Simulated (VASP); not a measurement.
Input:

```xyz
2
Lattice="0.0000 3.1425 3.1425 3.1425 0.0000 3.1425 3.1425 3.1425 0.0000" Properties=species:S:1:pos:R:3 pbc="T T T"
Sn     0.0000     0.0000     0.0000
Te     3.1425     3.1425     3.1425
```

Calculation: PBEsol GGA, VASP's PBE PAW potentials (set 64) (plane waves; VASP). Settings: 400 eV cut-off, 17×17×17 Γ-centred mesh, Gaussian smearing of 0.010 eV, potentials Sn_d Te.

Q: Predict the energy per atom (σ→0).

A: 
```
Quantity                       Result
---------------------  --------------
energy per atom (σ→0)  -4.169 eV/atom
```

Total energies compare only between runs with the same potentials, cut-off and functional.

The compound is SnTe in the rock salt structure, which distorts at low temperature. It was relaxed first.
